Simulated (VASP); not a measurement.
Method: PBEsol GGA, VASP's PBE PAW potentials (set 64) (plane waves; VASP).

VASP ran on this input.

INCAR:
```
ALGO  =  Normal
EDIFF  =  1E-7
ENCUT  =  520
GGA  =  PS
ICHARG  =  11
ISMEAR  =  0
LASPH  =  .True.
LCHARG  =  .False.
LMAXMIX  =  6
LORBIT  =  11
LREAL  =  .False.
LWAVE  =  .False.
NELM  =  100
PREC  =  Accurate
SIGMA  =  0.05
SYSTEM  =  TaZr3C4
```

File POSCAR:
```
TaZr3C4
1
   -0.0050667916     4.6113605502     4.6005306907
    4.6113605502    -0.0050667916     4.6005306907
    2.3031468792     2.3031468792    -0.0000000000
Zr C Ta
3 4 1
Direct
  1.0000000000   0.0000000000   0.0000000000
  1.0000000000   0.5000000000   0.0000000000
  0.5000000000   0.0000000000   0.0000000000
  0.2552934457   0.2552934457   0.4894131087
  0.2596314336   0.7403685664   0.5000000000
  0.7403685664   0.2596314336   0.5000000000
  0.7447065543   0.7447065543   0.5105868913
  0.5000000000   0.5000000000   0.0000000000
```

KPOINTS:
```
k-points along high-symmetry lines
8
Line-mode
Reciprocal
  0.000000   0.000000   0.000000 ! GAMMA
 -0.500000  -0.500000   0.000000 ! Y

 -0.500000  -0.500000   0.000000 ! Y
 -0.625000  -0.375000   0.000000 ! C_0

 -0.375000   0.375000   0.000000 ! SIGMA_0
  0.000000   0.000000   0.000000 ! GAMMA

  0.000000   0.000000   0.000000 ! GAMMA
  0.500000   0.500000   0.500000 ! Z

  0.500000   0.500000   0.500000 ! Z
  0.125000   0.875000   0.500000 ! A_0

 -0.125000   0.125000   0.500000 ! E_0
  0.000000   0.000000   0.500000 ! T

  0.000000   0.000000   0.500000 ! T
 -0.500000  -0.500000   0.000000 ! Y

  0.000000   0.000000   0.000000 ! GAMMA
 -0.500000   0.000000   0.000000 ! S

 -0.500000   0.000000   0.000000 ! S
  0.000000   0.500000   0.500000 ! R

  0.000000   0.500000   0.500000 ! R
  0.500000   0.500000   0.500000 ! Z

  0.500000   0.500000   0.500000 ! Z
  0.000000   0.000000   0.500000 ! T
```

POTCAR, in this order: Zr_sv C Ta_pv (PBE.64 set). Program: vasp_std. Read from the step before: CHGCAR.

The run wrote:

**OSZICAR**
```
       N       E                     dE             d eps       ncg     rms          rms(c)
DAV:   1     0.598360431542E+03    0.59836E+03   -0.34385E+04  6512   0.173E+03
DAV:   2    -0.286084827232E+02   -0.62697E+03   -0.61031E+03  7252   0.487E+02
DAV:   3    -0.815410922741E+02   -0.52933E+02   -0.51169E+02 10598   0.110E+02
DAV:   4    -0.843866032745E+02   -0.28455E+01   -0.28195E+01  9302   0.228E+01
DAV:   5    -0.845007322579E+02   -0.11413E+00   -0.11404E+00  9431   0.395E+00
DAV:   6    -0.845026366525E+02   -0.19044E-02   -0.19040E-02  9432   0.582E-01
DAV:   7    -0.845026889586E+02   -0.52306E-04   -0.52300E-04  9410   0.808E-02
DAV:   8    -0.845026901617E+02   -0.12032E-05   -0.12015E-05  9208   0.124E-02
DAV:   9    -0.845026902106E+02   -0.48898E-07   -0.49483E-07  7761   0.193E-03
   1 F= -.84502690E+02 E0= -.84501924E+02  d E =-.153189E-02
```

**OUTCAR**
```
 val. band max:        9.4648744213   @ k =  -0.2857   0.0000   0.0000

 cond. band min:       9.4772425491   @ k =  -0.1071   0.1071   0.5000



 k-point     1 :       0.0000    0.0000    0.0000
  band No.  band energies     occupation
      1     -38.6931      2.00000
      2     -38.4595      2.00000
      3     -38.4331      2.00000
      4     -25.1874      2.00000
      5     -25.1523      2.00000
      6     -25.0556      2.00000
      7     -17.3198      2.00000
      8     -17.1523      2.00000
      9     -16.8711      2.00000
     10     -16.6530      2.00000
     11     -16.5279      2.00000
     12     -16.3881      2.00000
     13     -16.3612      2.00000
     14     -16.3602      2.00000
     15     -16.3493      2.00000
     16      -2.7921      2.00000
     17      -1.2704      2.00000
     18       0.7355      2.00000
     19       1.0215      2.00000
     20       3.0246      2.00000
     21       3.5094      2.00000
     22       5.6480      2.00000
     23       5.6587      2.00000
     24       6.0217      2.00000
     25       6.0273      2.00000
     26       6.8887      2.00000
     27       6.9356      2.00000
     28       9.1193      2.00000
     29       9.1442      2.00000
     30       9.9031      0.00000
     31       9.9036      0.00000
     32       9.9784      0.00000
     33      10.1493      0.00000
     34      10.1527      0.00000
     35      10.1643      0.00000
     36      11.7419      0.00000
     37      11.8276      0.00000

 k-point     2 :      -0.0714   -0.0714    0.0000
  band No.  band energies     occupation
      1     -38.6923      2.00000
      2     -38.4603      2.00000
      3     -38.4331      2.00000
      4     -25.1872      2.00000
      5     -25.1519      2.00000
      6     -25.0556      2.00000
      7     -17.3102      2.00000
      8     -17.1446      2.00000
      9     -16.8733      2.00000
     10     -16.6506      2.00000
     11     -16.5310      2.00000
     12     -16.4005      2.00000
...
```

The density is held fixed in this step, so its total energy and stress have no physical meaning. Unless said otherwise, spin-orbit coupling is left out, though it shifts the bands of the heavy elements here.

The structure was generated: TaZr3C4 was put into an ordered model structure (Cmmm), which need not be its known phase. It was relaxed first. The electron count is odd and the run is not spin-polarised, which forces a metal.
